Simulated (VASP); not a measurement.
An input for Quantum ESPRESSO's pw.x (written as the equivalent of a VASP run, and not itself run):

```
&CONTROL
  calculation = 'vc-relax'
  pseudo_dir = './pseudo'
  outdir = './out'
  tprnfor = .true.
  tstress = .true.
  nstep = 30
  forc_conv_thr = 0.00039
/
&SYSTEM
  ibrav = 0
  nat = 6
  ntyp = 2
  ecutwfc = 84
  occupations = 'smearing'
  smearing = 'gaussian'
  degauss = 0.003675
  input_dft = 'pbe'
  vdw_corr = 'grimme-d3'
  dftd3_version = 4
  dftd3_threebody = .false.
/
&ELECTRONS
  conv_thr = 7.3e-09
  electron_maxstep = 100
/
&IONS
/
&CELL
  cell_dofree = 'shape'
/
ATOMIC_SPECIES
  Ti 47.867 Ti.upf
  O 15.999 O.upf
CELL_PARAMETERS angstrom
     4.6086986    0.0000000    0.0000000
     0.0000000    4.6086986    0.0000000
     0.0000000    0.0000000    2.9605875
ATOMIC_POSITIONS crystal
  Ti   0.0000000  0.0000000  0.0000000
  Ti   0.5000000  0.5000000  0.5000000
  O    0.3043164  0.3043164  0.0000000
  O    0.8043164  0.1956836  0.5000000
  O    0.1956836  0.8043164  0.5000000
  O    0.6956836  0.6956836  0.0000000
K_POINTS automatic
  5 5 8 0 0 0
```

Task: Translate this input to VASP (INCAR, KPOINTS, POSCAR, choice of POTCAR).

Result: One answer among several that fit: 
### KPOINTS
```
Automatic mesh
0
Gamma
5 5 8
0 0 0
```

### INCAR
```
# general
SYSTEM  = TiO2
PREC    = Accurate
ENCUT   = 520   # plane-wave cut-off (eV)
LREAL   = .False.
LASPH   = .True.

# electronic loop
EDIFF   = 1E-7
NELM    = 100   # most electronic steps
ALGO    = Normal   # blocked Davidson
LMAXMIX = 4   # l cut-off of mixed one-centre charges

# smearing
ISMEAR  = 0
SIGMA   = 0.05   # width (eV)

# functional
GGA     = PE   # PBE
IVDW    = 12   # D3, Becke-Johnson

# ions
IBRION  = 2
NSW     = 30   # most ionic steps
ISIF    = 4   # ions and shape, fixed volume
EDIFFG  = -0.01   # ionic stop

# output
LWAVE   = .False.
LCHARG  = .False.
```

**POSCAR**
```
TiO2
1
    4.6086985845     0.0000000000     0.0000000000
    0.0000000000     4.6086985845     0.0000000000
    0.0000000000     0.0000000000     2.9605875229
Ti O
2 4
Direct
  0.0000000000   0.0000000000   0.0000000000
  0.5000000000   0.5000000000   0.5000000000
  0.3043164273   0.3043164273   0.0000000000
  0.8043164273   0.1956835727   0.5000000000
  0.1956835727   0.8043164273   0.5000000000
  0.6956835727   0.6956835727   0.0000000000
```

POTCAR, in this order: Ti_sv O (PBE.64 set). Program: vasp_std.

The two are equivalent in intent, not identical: the potentials are each code's own (VASP's PAW set, PseudoDojo norm-conserving files in pw.x), so ENCUT and ecutwfc are chosen apart and not converted; conv_thr bounds pw.x's estimated SCF error, while EDIFF bounds the energy change between steps; forc_conv_thr acts on force components and is met together with etot_conv_thr.

The compound is TiO2 in the rutile structure. This run relaxes it. Symmetry was kept, so distortions that lower it aren't found.
